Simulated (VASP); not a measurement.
VASP ran on this input.

File KPOINTS:
```
Automatic
0
gamma
18 18 9
0 0 0
```

**POSCAR**
```
Zn
1.0
  1.3265517075  -2.2976553782   0.0000000000
  1.3265517075   2.2976553782   0.0000000000
  0.0000000000   0.0000000000   4.6521853499
Zn
2
Cartesian
  1.3265517075   0.7658866578   1.1630463375
  1.3265517075  -0.7658866578   3.4891390124
```

INCAR:
```
# general
SYSTEM   =  Zn
PREC     =  Accurate
ENCUT    =  520
LREAL    =  F
LASPH    =  T

# electronic loop
EDIFF    =  1E-7
NELM     =  100
ALGO     =  Normal
LMAXMIX  =  4

# smearing
ISMEAR   =  -5

# functional
GGA      =  PE
IVDW     =  12

# ions
ISIF     =  2

# output
LWAVE    =  F
LCHARG   =  T
LORBIT   =  11
NEDOS    =  601
```

POTCAR, in this order: Zn (PBE.64 set). Program: vasp_std.

Task: Translate this PBE-D3(BJ) calculation to Ansatz.

Result: One equivalent input (not run):
Ansatz 0.2 input:
```yaml
crystal:
  lattice:
    - [1.3265517, -2.2976554, 0.0000000]
    - [1.3265517, 2.2976554, 0.0000000]
    - [0.0000000, 0.0000000, 4.6521853]
  atoms:
    - { symbol: Zn, position: [0.3333330, 0.6666670, 0.2500000] }
    - { symbol: Zn, position: [0.6666670, 0.3333330, 0.7500000] }
kpoints:
  mp_grid: { grid: [18, 18, 9] }
hamiltonian:
  xc: pbe
  dispersion: d3bj
  pseudopotentials: { kind: paw }
scf:
  occupations: { method: tetrahedron }
  max_iter: 100
output: { forces: true, stress: true, eigenvalues: true }
```
Limits of the translation: each code has its own PAW files, so the cut-off isn't converted (ENCUT is set for VASP's; basis.ecutwfc is left out, and Ansatz then takes the one that its files recommend); Ansatz stops its SCF on the density residual and VASP on the energy change (EDIFF).

The compound is Zn in the hcp structure. It was relaxed first, which changed the volume by -7 %.
